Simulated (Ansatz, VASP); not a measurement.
## Cross-check of Sb (Antimony) between VASP and Ansatz

One calculation is typed for both programs; each brings its own data sets. How far apart do they land? The cell is taken from a series of runs on this material, whose earlier steps may have relaxed, scaled, displaced or heated it; both programs get it as it stands.

Program: Ansatz 0.2.0. Level of theory: plane waves, with VASP 6.6.1 beside it; zone-centre phonons at PBEsol. Results are calculated unless marked as measured.

**1. The structure**

The structure is trigonal, space group R-3m (No. 166). The conventional cell has a = 4.314 Å, b = 4.314 Å, c = 11.173 Å, α = 90.00°, β = 90.00°, γ = 120.00°. Nearest to Sb lie 3 Sb at 2.92 Å.

**2. Ansatz: zone-centre phonons, PBEsol**

Ansatz runs on its PAW soft_1 files.

Second derivatives magnify differences that forces hide, and they need a tight electronic threshold.

input.yaml

```yaml
crystal:
  lattice:
    - [2.1569309813, 1.2453046827, 3.7243009697]
    - [-2.1569309813, 1.2453046827, 3.7243009697]
    - [0.0, -2.4906093654, 3.7243009697]
  atoms:
    - { symbol: Sb, position: [0.235161641, 0.2351616413, 0.235161641] }
    - { symbol: Sb, position: [0.764838359, 0.7648383587, 0.764838359] }
kpoints:
  mp_grid: { grid: [12, 12, 12] }
hamiltonian:
  xc: pbesol
  pseudopotentials: { kind: paw, azcp: { folder: soft_1 }, xc_functional: pbe }
scf:
  occupations: { method: methfessel_paxton, width: 0.2 }
output:
  eigenvalues: true
phonons:
  method: dfpt
```

Command:

```sh
$ ansatz run input.yaml --threads 4 --pin off --max-ram 10240MiB --backend cpu --events-out ev --progress --plain --runs-dir out
```

Numbers of over 12 decimals in the logs are rounded to 6 here.

Output:

```text
Engine: ansatz 0.2.0, x86_64-unknown-linux-gnu
Pseudopotentials: kind: paw
Pseudopotential: Sb, paw, valence charge 15, recommended cutoff 420 eV (normal), soft_1/Sb.paw.azcp
Functional definition: PBEsol
  exchange = pbesol_x
  correlation = pbesol_c
Crystal: 2 atoms, lattice volume = 60.022 Å³
Basis set: ecut = 420 eV, 1171 PW (Γ), exchange–correlation on 60×60×60 points (8 copies of the dense FFT grid, shifted against one another)
Bands: 19, of which v1, the nominal top of the filled ones, is band 15 counted from 1 (14 counted from 0)
Symmetry: 12 space group operations
k-points: 476 of 1728 (irreducible under 2 space group operations, time reversal used)
Non-local potential: Sb, projectors of the file, l = 0: 2, l = 1: 2, l = 2: 2, l = 3: 1
PAW form: soft (Blöchl's): semilocal exchange-correlation on the pseudo side does not see the compensation charge
PAW frozen core: Sb, regenerated for the run's functional, and the local potential with it (the file was generated under x = pbe(κ = 0.804, μ = 0.219515), c = pbe(β = 0.066725))
PAW one-centre angular grid: Sb, 590 points (default); XC on 64 Gauss nodes
Initial density: superposition of atomic densities (chi_scale 0.1, normalization cell)
Initial wavefunctions: pseudopotential atomic-orbital guess
Functional: x = pbesol(κ = 0.804, μ = 0.123457), c = pbesol(β = 0.046)
SCF iter   1: F=—  HF=-12816.337694 eV  |F-HF|=—  |Δ(HF+E_count)|=         —  Δρ=1.47e-2  dr2=9.86e-2  ethr=3.10e-3  ⟨swp⟩=5.9  Hψ=46994  notcnv=0
preconditioner: auto → none  [insulator: Δε(μ)=0.151 eV  Ē_g=8.678 eV  σ=0.200 eV  W_gap=0.56  n_scr=14 (ndim 8)  ℏωp=15.2 eV  f_vac=0.000  D(μ)=0.14/eV (n_scr^D=0)  ε∞_Penn≈4.1]
SCF iter   2: F=—  HF=-12816.326606 eV  |F-HF|=—  |Δ(HF+E_count)|=   1.11e-2  S|Δr|=    0.00e0  Δρ=7.08e-3  dr2=2.18e-2  ethr=3.29e-4  ⟨swp⟩=1.0  Hψ=12852  notcnv=0
SCF iter   3: F=—  HF=-12816.325570 eV  |F-HF|=—  |Δ(HF+E_count)|=   1.04e-3  S|Δr|=    0.00e0  Δρ=5.08e-4  dr2=1.53e-4  ethr=7.28e-5  ⟨swp⟩=1.3  Hψ=9802  notcnv=0
SCF iter   4: F=—  HF=-12816.325594 eV  |F-HF|=—  |Δ(HF+E_count)|=   2.47e-5  S|Δr|=    0.00e0  Δρ=2.67e-4  dr2=4.78e-5  ethr=5.11e-7  ⟨swp⟩=2.0  Hψ=16209  notcnv=0
SCF iter   5: F=—  HF=-12816.325579 eV  |F-HF|=—  |Δ(HF+E_count)|=   1.52e-5  S|Δr|=    0.00e0  Δρ=5.82e-5  dr2=9.52e-7  ethr=1.59e-7  ⟨swp⟩=2.3  Hψ=15571  notcnv=0
SCF iter   6: F=—  HF=-12816.325578 eV  |F-HF|=—  |Δ(HF+E_count)|=   1.49e-6  S|Δr|=    0.00e0  Δρ=1.92e-5  dr2=1.44e-7  ethr=3.17e-9  ⟨swp⟩=2.0  Hψ=16301  notcnv=0
SCF iter   7: F=—  HF=-12816.325577 eV  |F-HF|=—  |Δ(HF+E_count)|=   1.11e-7  S|Δr|=    0.00e0  Δρ=2.09e-6  dr2=1.97e-9  ethr=4.81e-10  ⟨swp⟩=2.0  Hψ=16192  notcnv=0
SCF iter   8: F=—  HF=-12816.325577 eV  |F-HF|=—  |Δ(HF+E_count)|=  1.80e-10  S|Δr|=    0.00e0  Δρ=4.96e-7  dr2=6.59e-11  ethr=6.57e-12  ⟨swp⟩=2.0  Hψ=16233  notcnv=0
SCF iter   9: F=-12816.325577 eV  HF=-12816.325577 eV  |F-HF|=3.64e-12  |Δ(HF+E_count)|=  1.46e-11  S|Δr|=    0.00e0  Δρ=8.33e-8  dr2=2.13e-12  ethr=1.00e-12  ⟨swp⟩=6.0  Hψ=42243  notcnv=0
SCF 1 converged in 9 iterations: F = -12816.325577 eV  dr2 = 2.13e-12
  greatest PAW one-centre occupation: 0.996 electrons in one spin orbital (limit 2), on the Sb atom at site 1 (counted from 0), in its partial waves of l = 2
DFPT response loops at Γ: preconditioner auto → Kerker (q_TF=auto, 2.430 Å⁻¹) (partly filled bands, converged f_vac=0.001); β = 1.00, the filter's whole step (`scf.mixing.beta` (0.50) is not read by the response loops under this deck's `scf.mixing.preconditioner`; to damp them name `kerker` or `kerker_dos`, under which they read `scf.mixing.beta`, and type it under 1.00, their step now; both keys bind the ground state too); Broyden in place of MSR1
SCF converged after 9 iterations
Stability not checked: this state was not tested for a lower state beside it, because cold or Methfessel-Paxton smearing, or corrected tetrahedra, fill the levels in a way that the test cannot read (fill_not_monotonic; see scf.lower_state_search)
Free energy (F): -12816.325577 eV
Harris-Foulkes:  -12816.325577 eV  (|F-HF|=3.64e-12)
Internal energy: -12816.327936 eV  (E = F + TS)
E sigma→0 (E₀):  -12816.326167 eV
Entropy (-TS):   0.002358 eV (1.179 meV/atom)
Fermi energy:    10.218754 eV
--- Per-component energies (eV) ---
  E_band       = -332.143442
  E_kinetic    = 326.059963
  E_local      = -3153.103516  (includes V_loc(G=0)·N_el)
  E_nonlocal   = 782.503553
  E_hartree    = 1304.006585
  E_xc         = -196.663268
  E_vxc        = -181.876400  (∫ρ·V_xc dr)
  E_paw        = -8934.959504  (= ΣΔE_a)
  E_vpaw       = -713.740411  (= ΣTr[D̂ρ^β])
  E_aug_tail   = 0.000268  (compensation charges beyond the density's cutoff)
  E_ewald      = -2944.835727
  E_core_change = 0.663710  (= ΣΔE_core)
  E_smearing   = 0.002358  (= −TS)
  E_closure    = -0.000000  (closes the sum)
  Σ components = -12816.325577   (vs F -12816.325577, Δ=0.00e0)
--- Band table (eV; the first three rows and the last of 476) ---
  k-point 0: bands = [... 11 lower, 5.4315, 8.1954, 8.4522, 8.4522, 12.4774, 12.9962, 12.9962, 15.2841]
  k-point 1: bands = [... 11 lower, 5.0748, 8.2286, 8.4388, 8.5953, 12.4131, 12.7677, 12.7842, 14.9377]
  k-point 2: bands = [... 11 lower, 4.2406, 8.2511, 8.4099, 8.9098, 12.0818, 12.2327, 12.2535, 14.7660]
  k-point 475: bands = [... 11 lower, 1.1141, 8.9866, 8.9866, 9.7793, 10.2667, 10.2667, 11.2219, 17.3691]
--- Phonons (Γ-DFPT): 2 representative perturbations + reference, on 476 of 1728 k-points (Σ response iterations 6) ---
  k mesh reduced under 2 symmetry operations, with k and −k counted as one. Each operation leaves every solved perturbation unchanged. A smaller set is not used because it would not reduce the number of displacements times k-points to solve
  ASR residual: 4.748e-6 → 0.000e0 eV/Å²; symmetrization residual: 1.533e-5 eV/Å²
  ASR residual per site (eV/Å²): 4.75e-6 4.75e-6
  Γ frequencies (cm⁻¹): 0.00 0.00 0.00 98.05 98.05 142.59
  non-analytic LO–TO correction: not included (Born effective charges unavailable; polar crystals: no LO–TO splitting at Γ)
```

**3. VASP: zone-centre phonons, PBEsol**

The same cell, functional, mesh and smearing now go to VASP, with its own data sets.

Lines of VASP's logs that name or quote its potential files are left out, and so is its time.

INCAR

```
SYSTEM = Sb
PREC = Accurate
ENCUT = 500
EDIFF = 1E-08
NELM = 120
ISMEAR = 1
SIGMA = 0.2
LREAL = .FALSE.
ALGO = Normal
GGA = PS
NBANDS = 11
LORBIT = 11
LWAVE = .FALSE.
LCHARG = .FALSE.
ISIF = 2
IBRION = 8
LASPH = .TRUE.
GGA_COMPAT = .FALSE.
KPAR = 2
```

POSCAR

```
Sb
1.0
    2.1569309813      1.2453046827      3.7243009697
   -2.1569309813      1.2453046827      3.7243009697
    0.0000000000     -2.4906093654      3.7243009697
Sb
2
Direct
    0.2351616410      0.2351616413      0.2351616410
    0.7648383590      0.7648383587      0.7648383590
```

KPOINTS

```
Automatic mesh
0
Gamma
12 12 12
0 0 0
```

The projector-augmented-wave data sets are Sb (PBE family, release 64).

Command:

```sh
$ mpirun -np 2 vasp_std
```

Output:

```text
[banner, memory and clock lines left out]
running    2 mpi-ranks, on    1 nodes
 distrk:  each k-point on    1 cores,    2 groups
 distr:  one band on    1 cores,    1 groups

 POSCAR found type information on POSCAR Sb
 POSCAR found :  1 types and       2 ions
|                                                                             |
|               ----> ADVICE to this user running VASP <----                  |
|                                                                             |
|     You enforced a specific xc type in the INCAR file but a different       |
|     [... a line on the potential file left out ...]
|     I HOPE YOU KNOW WHAT YOU ARE DOING!                                     |
|                                                                             |

 LDA part: xc-table for (Slater+PW92), standard interpolation
 POSCAR, INCAR and KPOINTS ok, starting setup
 FFT: planning ... GRIDC
 FFT: planning ... GRID_SOFT
 FFT: planning ... GRID
 WAVECAR not read
 entering main loop
       N       E                     dE             d eps       ncg     rms          rms(c)
DAV:   1     0.340955377236E+02    0.34096E+02   -0.35245E+03  4158   0.693E+02
DAV:   2    -0.716031138984E+01   -0.41256E+02   -0.39892E+02  5504   0.111E+02
DAV:   3    -0.911144466695E+01   -0.19511E+01   -0.19150E+01  5048   0.269E+01
DAV:   4    -0.913042928570E+01   -0.18985E-01   -0.18982E-01  4680   0.308E+00
DAV:   5    -0.913063773754E+01   -0.20845E-03   -0.20845E-03  4845   0.374E-01    0.288E+00
DAV:   6    -0.912125561185E+01    0.93821E-02   -0.21721E-03  4692   0.287E-01    0.172E+00
DAV:   7    -0.911544307998E+01    0.58125E-02   -0.54033E-03  4569   0.442E-01    0.569E-02
DAV:   8    -0.911547792234E+01   -0.34842E-04   -0.12049E-04  4728   0.785E-02    0.170E-02
DAV:   9    -0.911548562661E+01   -0.77043E-05   -0.14102E-05  4686   0.237E-02    0.516E-03
DAV:  10    -0.911548514360E+01    0.48302E-06   -0.16286E-06  4757   0.723E-03    0.988E-04
DAV:  11    -0.911548525675E+01   -0.11315E-06   -0.15494E-07  4701   0.244E-03    0.467E-04
DAV:  12    -0.911548528962E+01   -0.32870E-07   -0.14569E-08  3801   0.686E-04    0.978E-05
DAV:  13    -0.911548529906E+01   -0.94450E-08   -0.15003E-09  2406   0.269E-04
   1 F= -.91154853E+01 E0= -.91162883E+01  d E =0.240889E-02
 Linear response reoptimize wavefunctions to high precision
DAV:   1    -0.911548530109E+01   -0.20307E-08   -0.15997E-10  2769   0.100E-04
DAV:   2    -0.911548530111E+01   -0.15348E-10   -0.21730E-11  2265   0.411E-05
 Linear response DOF=           2
 Linear response progress:
  Degree of freedom:   1/  2
       N       E                     dE             d eps       ncg     rms          rms(c)
RMM:   1    -0.249644159454E-01   -0.24964E-01    0.25212E-02 38568   0.117E+00
RMM:   2    -0.247475552929E-01    0.21686E-03   -0.15674E-03 30148   0.236E-01    0.467E-02
RMM:   3    -0.247432616839E-01    0.42936E-05   -0.37614E-05 31787   0.387E-02    0.278E-02
RMM:   4    -0.247840437601E-01   -0.40782E-04   -0.14567E-05 31890   0.202E-02    0.220E-03
RMM:   5    -0.247918011966E-01   -0.77574E-05   -0.10538E-06 32723   0.356E-03    0.940E-04
RMM:   6    -0.247938747423E-01   -0.20735E-05   -0.71454E-08 32293   0.910E-04    0.288E-04
RMM:   7    -0.247930638234E-01    0.81092E-06    0.35385E-08 33425   0.220E-04    0.688E-05
RMM:   8    -0.247929903369E-01    0.73487E-07    0.19323E-08 33535   0.601E-05    0.139E-05
RMM:   9    -0.247929661357E-01    0.24201E-07    0.28134E-09 33705   0.166E-05    0.126E-06
RMM:  10    -0.247929651017E-01    0.10340E-08    0.20533E-09 33094   0.416E-06    0.718E-07
 first order change of Fermi-energy  -0.21793E-04
 force on displaced ion       1 direction 1 :  -2.306  -0.000   0.000
 Linear response progress:
  Degree of freedom:   2/  2
       N       E                     dE             d eps       ncg     rms          rms(c)
RMM:   1    -0.260982524848E-01   -0.26098E-01    0.19577E-02  8089   0.118E+00
RMM:   2    -0.250685526006E-01    0.10297E-02   -0.15370E-03  6487   0.242E-01    0.470E-02
RMM:   3    -0.249597609909E-01    0.10879E-03   -0.43646E-05  6904   0.426E-02    0.285E-02
RMM:   4    -0.248824645503E-01    0.77296E-04   -0.28691E-05  6729   0.257E-02    0.728E-03
RMM:   5    -0.248933274739E-01   -0.10863E-04   -0.82615E-07  6989   0.532E-03    0.253E-03
RMM:   6    -0.248955845157E-01   -0.22570E-05   -0.49680E-08  7028   0.106E-03    0.800E-04
RMM:   7    -0.248946359354E-01    0.94858E-06    0.76622E-09  7092   0.317E-04    0.202E-04
RMM:   8    -0.248946641408E-01   -0.28205E-07    0.28166E-09  7163   0.619E-05    0.320E-05
RMM:   9    -0.248946658089E-01   -0.16681E-08   -0.92035E-11  7257   0.185E-05    0.159E-05
 first order change of Fermi-energy  -0.51762E+00
 force on displaced ion       1 direction 3 :   0.000  -0.000  -4.730
 Linear response finished
```

Parts of OUTCAR (step 3):

```text
ion  position               nearest neighbor table
   1  0.235  0.235  0.235-   2 2.92   2 2.92   2 2.92   2 3.32   2 3.32   2 3.32
   2  0.765  0.765  0.765-   1 2.92   1 2.92   1 2.92   1 3.32   1 3.32   1 3.32

  LATTYP: Found a trigonal (rhomboedric) cell.
 ALAT       =     4.4803518527
 COS(alpha) =     0.5364695705

 Subroutine GETGRP returns: Found 12 space group operations
 (whereof 12 operations were pure point group operations)

The static configuration has the point symmetry D_3d.

 Found    189 irreducible k-points:

   k-points           NKPTS =    189   k-points in BZ     NKDIM =    189   number of bands    NBANDS=     11

   dimension x,y,z NGX =    36 NGY =   36 NGZ =   36
   dimension x,y,z NGXF=    72 NGYF=   72 NGZF=   72

   ENCUT  =  500.0 eV  36.75 Ry    6.06 a.u.   8.17  8.17  8.17*2*pi/ulx,y,z

   NELECT =      10.0000    total number of electrons

 k-points in reciprocal lattice and weights: Automatic mesh
   0.00000000  0.00000000  0.00000000       0.001
   0.08333333  0.00000000  0.00000000       0.003
   0.16666667 -0.00000000  0.00000000       0.003
   0.25000000 -0.00000000  0.00000000       0.003
   0.33333333 -0.00000000 -0.00000000       0.003
   0.41666667 -0.00000000  0.00000000       0.003
   0.50000000 -0.00000000  0.00000000       0.002
   0.08333333  0.08333333  0.00000000       0.003
   0.16666667  0.08333333  0.00000000       0.007
[...]
-0.41666667  0.50000000  0.41666667       0.003
   0.50000000  0.50000000  0.50000000       0.001

 average (electrostatic) potential at core
       1 -85.6160       2 -85.6160

  Total        0.0694115      0.0694115     -0.1003976      0.0000000      0.0000000      0.0000000
  in kB        1.8528232      1.8528232     -2.6799465      0.0000000      0.0000000      0.0000000
  external PRESSURE =       0.3419000 kB  Pullay stress =       0.0000000 kB

  energy-cutoff  :      500.00
  volume of cell :       60.02
      direct lattice vectors                 reciprocal lattice vectors
     2.156930981  1.245304683  3.724300970     0.231810848  0.133836056  0.089502255
    -2.156930981  1.245304683  3.724300970    -0.231810848  0.133836056  0.089502255
     0.000000000 -2.490609365  3.724300970     0.000000000 -0.267672111  0.089502255

 POSITION                                       TOTAL-FORCE (eV/Angst)
 -----------------------------------------------------------------------------------
     -0.00000      0.00000      2.62744         0.000000     -0.000000      0.049638
      0.00000     -0.00000      8.54546         0.000000      0.000000     -0.049638
 -----------------------------------------------------------------------------------
    total drift:                               -0.000000     -0.000000     -0.000000

 Eigenvectors and eigenvalues of the dynamical matrix
 ----------------------------------------------------

   1 f  =    4.357653 THz    27.379944 2PiTHz  145.355674 cm-1    18.021799 meV
             X         Y         Z           dx          dy          dz
     -0.000000  0.000000  2.627438     0.000000    0.000000   -0.707107
      0.000000 -0.000000  8.545465    -0.000000    0.000000    0.707107

   2 f  =    3.042341 THz    19.115590 2PiTHz  101.481559 cm-1    12.582104 meV
             X         Y         Z           dx          dy          dz
     -0.000000  0.000000  2.627438    -0.000000   -0.707107   -0.000000
      0.000000 -0.000000  8.545465     0.000000    0.707107    0.000000

   3 f  =    3.042341 THz    19.115590 2PiTHz  101.481559 cm-1    12.582104 meV
             X         Y         Z           dx          dy          dz
     -0.000000  0.000000  2.627438     0.707107   -0.000000    0.000000
      0.000000 -0.000000  8.545465    -0.707107    0.000000    0.000000

   4 f  =    0.000000 THz     0.000000 2PiTHz    0.000000 cm-1     0.000000 meV
             X         Y         Z           dx          dy          dz
     -0.000000  0.000000  2.627438     0.707107   -0.000000    0.000000
      0.000000 -0.000000  8.545465     0.707107   -0.000000    0.000000

   5 f  =    0.000000 THz     0.000000 2PiTHz    0.000000 cm-1     0.000000 meV
             X         Y         Z           dx          dy          dz
     -0.000000  0.000000  2.627438    -0.000000    0.000000    0.707107
      0.000000 -0.000000  8.545465     0.000000    0.000000    0.707107

   6 f/i=    0.000000 THz     0.000000 2PiTHz    0.000000 cm-1     0.000000 meV
             X         Y         Z           dx          dy          dz
     -0.000000  0.000000  2.627438     0.000000    0.707107    0.000000
      0.000000 -0.000000  8.545465     0.000000    0.707107    0.000000

 ELASTIC MODULI CONTR FROM IONIC RELAXATION (kBar)
 Direction    XX          YY          ZZ          XY          YZ          ZX
 --------------------------------------------------------------------------------
 XX        -114.2563    -83.7258   -149.5552     -0.0000     54.9725     -0.0000
 YY         -83.7258   -114.2563   -149.5552      0.0000    -54.9725      0.0000
 ZZ        -149.5552   -149.5552   -225.9474      0.0000     -0.0000     -0.0000
 XY          -0.0000      0.0000      0.0000    -15.2653      0.0000     52.4945
 YZ          54.9725    -54.9725     -0.0000      0.0000   -197.9638      0.0000
 ZX          -0.0000      0.0000     -0.0000     52.4945      0.0000   -180.5188
 --------------------------------------------------------------------------------
```

**4. Differences**

Known differences besides the potentials themselves: the data sets hold 30 valence electrons in Ansatz (on its PAW soft_1 files) and 10 in VASP; the cutoff is 420 eV in Ansatz and 500 eV in VASP; Ansatz makes its cores anew for this functional, VASP keeps those of its PBE data sets. Total energies have different zeros and are not compared.

Compared:

```
                  quantity  Ansatz   VASP  difference
optical mode 1 to 2 (cm⁻¹)    98.0  101.5     -3.38 %
     optical mode 3 (cm⁻¹)   142.6  145.4     -1.90 %
```

Modes are paired by rising frequency, not by their patterns, so a pair may set unlike modes beside each other; they are those without the splitting of longitudinal modes.

**5. Summary of results**

```json
{
 "r.m.s. difference of the optical zone-centre modes, each program's sorted by frequency (zone-centre phonons, PBEsol)": "3.2 cm⁻¹",
 "difference in optical mode 1 to 2 (zone-centre phonons, PBEsol)": "-3.4 %"
}
```

**Reading.** The r.m.s. difference of the optical zone-centre modes, each program's sorted by frequency is 3.2 cm⁻¹ (zone-centre phonons, PBEsol). The data sets hold unlike numbers of valence electrons (30 in Ansatz and 10 in VASP), so part of the differences comes from the potentials. Among the rows given in per cent, the largest difference of the zone-centre phonons, PBEsol pair is in optical mode 1 to 2, -3.4 %. Such differences can come from data sets, numerical settings and the points named under the comparisons, not from the functional's error against experiment.

[Lines on the potential files, build, host, timing and source positions are cut from VASP's logs without a mark.]

[Logs are printed without paths, hosts, clocks, repeated set-up lines and the standing remarks that a program may print on its own settings, such as how far it seeks lower states.]

[Hosts, paths, dates, database ids (printed as entryN), source tags and the programs' standing remarks are cut or masked in the printed files.]
